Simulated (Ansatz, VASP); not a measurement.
## K2HfSe3 in VASP and in Ansatz

```
K Hf Se
1.0
     5.18211    0.00000    0.00000
    -2.59106    4.48784    0.00000
     0.00000    0.00000    6.21576
K Hf Se
2 1 3
Direct
  0.66667 0.33333 0.59771
  0.33333 0.66667 0.40229
  0.00000 0.00000 0.00000
  0.66667 0.33333 0.08066
  0.33333 0.66667 0.91934
  0.00000 0.00000 0.50000
```

Change from the starting cell: species swapped into the Eu2H3Cl type (P-3m1, No. 164).

Alike in both runs: functional PBE; k mesh 6 × 6 × 2; occupations gaussian, width 0.1 eV; no spin polarisation.

Ansatz relaxed the structure, and its values are those at the end. VASP's run is a single point on that final structure, the one shown.

|  | VASP | Ansatz |
| --- | --- | --- |
| version | VASP 6.6.1 | Ansatz 0.2.0 |
| potentials or method | VASP PAW PBE potentials, release 64 (K_sv, Hf_pv, Se) | scalar-relativistic, plane waves, PAW |
| plane-wave cutoff (eV) | 520 | 420 |
| valence electrons in the cell | 46 | 92 |

|  | VASP | Ansatz | Ansatz less VASP |
| --- | --- | --- | --- |
| gap on the k mesh at the Fermi level (eV) | none | none | - |
| pressure (GPa) | 0.0 | 0.0 | +0.01 |
| rms of the force components (eV/Å) | 0.010 | 0.012 | +0.0015 |

A gap of «none» marks a metal or a gap that the smearing closes. With one functional, cell and mesh, what is left measures potentials, basis and numerics. The two sets of potentials don't hold the same shells in valence.

Caveats: the k mesh is coarse (spacing up to 0.51 Å⁻¹), so the values aren't converged. Spin-orbit coupling is left out, which matters for the levels of Hf.
